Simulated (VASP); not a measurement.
Data:

```
CELL_PARAMETERS angstrom
      4.34645     0.00000     0.00000
      0.00000     4.34645     0.00000
      0.00000     0.00000     4.34645
ATOMIC_POSITIONS crystal
  Cs 0.00000 0.00000 0.00000
  Br 0.50000 0.50000 0.50000
```

The numbers are results of HSE06 screened hybrid, VASP's PBE PAW potentials (set 64) (plane waves; VASP), not measurements. Settings: 520 eV cut-off, 4×4×4 Γ-centred mesh, Gaussian smearing of 0.050 eV, potentials Cs_sv Br.

Unless said otherwise, spin-orbit coupling is left out, though it shifts the bands of the heavy elements here.

Problem. Predict the energy per atom (σ→0), band gap (on the k-mesh) with the smallest direct gap where there is one.

Solution. 
| Item | Result |
|---|---|
| band gap (on the k-mesh) | 5.54 eV |
| smallest direct gap (on the k-mesh) | 5.55 eV |
| energy per atom (σ→0) | -338.5 kJ/mol of atoms |

Total energies compare only between runs with the same potentials, cut-off and functional.

The compound is CsBr in the CsCl type structure. This cell is one point of a volume scan, at 0.97 of the reference volume. The cell's shape comes from a PBE relaxation.
